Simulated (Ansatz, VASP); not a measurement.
# CdTe: VASP beside Ansatz, part 2 of 2

Wanted: the spread between two codes on one cell, functional and k mesh. The structure shown is the end of the Ansatz relaxation below.

VASP 6.6.1 and Ansatz 0.2.0.

So far. Step 3 (VASP: single point, RPBE, pair 1): The run ends at a pressure of 2.11 GPa.

## (4) Comparison

Known differences besides the potentials themselves: fixed occupations in Ansatz, narrow Gaussian smearing in VASP; the data sets hold 36 valence electrons in Ansatz (on its default PAW (the set named soft_2) files) and 18 in VASP; the cutoff is 420 eV in Ansatz and 500 eV in VASP; Ansatz makes its cores anew for this functional, VASP keeps those of its PBE data sets; Ansatz's pressure holds a Pulay correction, VASP's none. Total energies have different zeros and are not compared.

Compared:

```
              quantity  Ansatz   VASP  difference
        pressure (GPa)    2.00   2.11       -0.11
gap on the k mesh (eV)   0.773  0.768      +0.005
```

A gap on the mesh is an upper bound, since the band edges may lie between its points.

## (5) Ansatz: relaxation, RPBE

This run makes the geometry at which the two programs are then compared. The cell compared in this pair holds 61.89 Å³, against 71.59 Å³ for the pair before.

The structure compared here is the end of the Ansatz relaxation.

File input.yaml:

```yaml
crystal:
  lattice:
    - [0.0, 3.3592130499, 3.3592130499]
    - [3.3592130499, 0.0, 3.3592130499]
    - [3.3592130499, 3.3592130499, 0.0]
  atoms:
    - { symbol: Cd, position: [0.0, 0.0, 0.0] }
    - { symbol: Te, position: [0.25, 0.25, 0.25] }
kpoints:
  mp_grid: { grid: [12, 12, 12] }
hamiltonian:
  xc: rpbe
scf:
  occupations: { method: fixed }
output:
  forces: true
  stress: true
  eigenvalues: true
relax:
  adjacent_minimum: "off"
  f_tol: 0.001
  max_steps: 60
  cell: { stress_tol: 0.05, p_target: 10.0 }
```

On the command line:

```console
$ ansatz run input.yaml --threads 4 --pin off --max-ram 8192MiB --backend cpu --events-out ev --progress --plain --runs-dir out
```

Numbers of over 12 decimals in the logs are rounded to 6 here.

Output:

```text
[...]
Crystal: 2 atoms, lattice volume = 75.813 Å³
Basis set: ecut = 420 eV, 1459 PW (Γ), exchange–correlation on 64×64×64 points (8 copies of the dense FFT grid, shifted against one another)
Bands: 22, of which v1, the nominal top of the filled ones, is band 18 counted from 1 (17 counted from 0)
Symmetry: 24 space group operations
[...]
k-points: 72 of 1728 (time reversal used)
[...]
k-point 71: bands = [... 14 lower, 1.4106, 4.3749, 6.3108, 6.4094, 13.6196, 13.7718, 14.7663, 15.3798]
--- Relaxed structure (5 steps of the walk, 5 accepted, 1 SCFs on fresh bases) ---
[...]
cell:  # Å, volume = 61.8932 Å³
    - [0, 3.139575, 3.139575]
    - [3.139575, 0, 3.139575]
    - [3.139575, 3.139575, 0]
  atoms:
    - { symbol: Cd, position: [0, 0, 0] }
    - { symbol: Te, position: [0.250000, 0.250000, 0.250000] }
[key lines of the parts left out:]
SCF converged after 7 iterations
Free energy (F): -15252.201133 eV
Fermi energy:    8.995759 eV
P = ⅓ Tr σ = 9.9799 GPa (99.799 kbar)
```

## (6) VASP: single point, RPBE, pair 2

The same cell, functional and mesh now go to VASP, with its own data sets.

File INCAR:

```
SYSTEM = CdTe
PREC = Accurate
ENCUT = 500
EDIFF = 1E-06
NELM = 120
ISMEAR = 0
SIGMA = 0.01
LREAL = .FALSE.
ALGO = Normal
GGA = RP
NBANDS = 15
LORBIT = 11
LWAVE = .FALSE.
LCHARG = .FALSE.
ISIF = 2
LASPH = .TRUE.
GGA_COMPAT = .FALSE.
EFERMI = MIDGAP
```

File POSCAR:

```
CdTe
1.0
    0.0000000000      3.1395754515      3.1395754515
    3.1395754515      0.0000000000      3.1395754515
    3.1395754515      3.1395754515      0.0000000000
Cd Te
1 1
Direct
    0.0000000000      0.0000000000      0.0000000000
    0.2500000000      0.2500000000      0.2500000000
```

File KPOINTS:

```
Automatic mesh
0
Gamma
12 12 12
0 0 0
```

PAW data sets: Cd and Te (PBE family, release 64).

On the command line:

```console
$ mpirun -np 1 vasp_std
```

Output:

```text
[banner, memory and clock lines left out]
running    1 mpi-ranks, on    1 nodes
[...]
[... a notice as in an earlier step ...]

 LDA part: xc-table for (Slater+PW92), standard interpolation
 POSCAR, INCAR and KPOINTS ok, starting setup
[...]
entering main loop
       N       E                     dE             d eps       ncg     rms          rms(c)
DAV:   1     0.993630739520E+02    0.99363E+02   -0.83378E+03  2216   0.102E+03
DAV:   2    -0.641259142441E+00   -0.10000E+03   -0.96023E+02  2587   0.248E+02
DAV:   3    -0.399827286385E+01   -0.33570E+01   -0.33520E+01  2629   0.477E+01
DAV:   4    -0.402847738007E+01   -0.30205E-01   -0.30203E-01  3173   0.398E+00
[...]
DAV:  12    -0.382627773208E+01   -0.53513E-05   -0.71601E-06  2713   0.258E-02    0.833E-03
DAV:  13    -0.382628219048E+01   -0.44584E-05   -0.14042E-05  2342   0.194E-02    0.106E-02
DAV:  14    -0.382628226259E+01   -0.72109E-07   -0.36733E-07  2179   0.499E-03
   1 F= -.38262823E+01 E0= -.38262823E+01  d E =0.000000E+00
```

From OUTCAR (step 6):

```text
  Total        3.9233411      3.9233411      3.9233411     -0.0000000      0.0000000      0.0000000
  in kB      101.5602780    101.5602780    101.5602780     -0.0000000      0.0000000      0.0000000
  external PRESSURE =     101.5602780 kB  Pullay stress =       0.0000000 kB

 POSITION                                       TOTAL-FORCE (eV/Angst)
 -----------------------------------------------------------------------------------
      0.00000      0.00000      0.00000        -0.000000     -0.000000     -0.000000
      1.56979      1.56979      1.56979         0.000000      0.000000      0.000000
 -----------------------------------------------------------------------------------
    total drift:                               -0.000000     -0.000000     -0.000000

  FREE ENERGIE OF THE ION-ELECTRON SYSTEM (eV)
  ---------------------------------------------------
  free  energy   TOTEN  =        -3.8262822626 eV

  energy  without entropy=       -3.8262822626  energy(sigma->0) =       -3.82628226

[... 1 part as in an earlier step ...]

[... 2 further parts left out ...]
[key lines of the parts left out:]
E-fermi :   3.9850
```

The run ends at a pressure of 10.16 GPa.

## (7) Comparison

What differs besides the data sets and the points named for the pairs above, as far as they apply: the data sets hold 36 valence electrons in Ansatz (on its default PAW (the set named soft_2) files) and 18 in VASP. Total energies have different zeros and are not compared.

The two programs side by side:

```
              quantity  Ansatz   VASP  difference
        pressure (GPa)    9.98  10.16       -0.18
gap on the k mesh (eV)   1.216  1.217      -0.001
```

A gap on the mesh is an upper bound, since the band edges may lie between its points.

## (8) Summary of results

* difference in gap on the k mesh (single point, RPBE, pair 1): 0.0047 eV
* difference in gap on the k mesh (single point, RPBE, pair 2): -6.0e-4 eV

**Reading.** The difference in gap on the k mesh is 0.0047 eV (single point, RPBE, pair 1), within the 0.08 eV picked in this series as the mark of a large difference. The data sets hold unlike numbers of valence electrons (36 in Ansatz and 18 in VASP), so part of the differences comes from the potentials. How closely two codes agree says nothing of how well the functional describes the real material.

[Lines on the potential files, build, host, timing and source positions are cut from VASP's logs without a mark.]

[Logs are printed without paths, hosts, clocks, repeated set-up lines and the standing remarks that a program may print on its own settings, such as how far it seeks lower states.]

[Hosts, paths, dates, database ids (printed as entryN), source tags and the programs' standing remarks are cut or masked in the printed files.]
